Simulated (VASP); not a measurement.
An input for Quantum ESPRESSO's pw.x (written as the equivalent of a VASP run, and not itself run):

```
&CONTROL
  calculation = 'scf'
  pseudo_dir = './pseudo'
  outdir = './out'
  tprnfor = .true.
  tstress = .true.
/
&SYSTEM
  ibrav = 0
  nat = 4
  ntyp = 2
  ecutwfc = 74
  occupations = 'smearing'
  smearing = 'fermi-dirac'
  degauss = 0.00735
  input_dft = 'pbe'
/
&ELECTRONS
  conv_thr = 7.3e-08
  electron_maxstep = 100
/
ATOMIC_SPECIES
  K 39.098 K.upf
  Br 79.904 Br.upf
CELL_PARAMETERS angstrom
     4.7813240    0.0000000    0.0000000
    -2.3906620    4.1407480    0.0000000
     0.0000000    0.0000000   20.1289750
ATOMIC_POSITIONS crystal
  K    0.6666670  0.3333330  0.4189540
  K    0.6666670  0.3333330  0.5810460
  Br   0.3333330  0.6666670  0.3477570
  Br   0.3333330  0.6666670  0.6522430
K_POINTS automatic
  4 4 1 0 0 0
```

Task: Write the VASP files for the same calculation (PBE).

Result: Several could match; the one computed here: 
File POSCAR:
```
KBr
1
    4.7813240000     0.0000000000     0.0000000000
   -2.3906620000     4.1407480000     0.0000000000
    0.0000000000     0.0000000000    20.1289750000
K Br
2 2
Direct
  0.6666670000   0.3333330000   0.4189540000
  0.6666670000   0.3333330000   0.5810460000
  0.3333330000   0.6666670000   0.3477570000
  0.3333330000   0.6666670000   0.6522430000
```

### INCAR
```
ISMEAR=-1   ! Fermi-Dirac
NELM=100
EDIFF=1E-6   ! SCF stop (eV)
SYSTEM=KBr
ALGO=Normal
ISIF=2
LASPH=T
LWAVE=F
PREC=Accurate
SIGMA=0.1   ! width (eV)
GGA=PE
LCHARG=F
LMAXMIX=4   ! l cut-off of mixed one-centre charges
ENCUT=300   ! plane-wave cut-off (eV)
LREAL=F
```

KPOINTS:
```
Automatic mesh
0
Gamma
4 4 1
0 0 0
```

POTCAR, in this order: K_sv Br (PBE.64 set). Program: vasp_std.

What does not carry over: the potentials are each code's own (VASP's PAW set, PseudoDojo norm-conserving files in pw.x), so ENCUT and ecutwfc are chosen apart and not converted; conv_thr bounds pw.x's estimated SCF error, while EDIFF bounds the energy change between steps.

The cell is a sheet with vacuum, built from a generated structure.
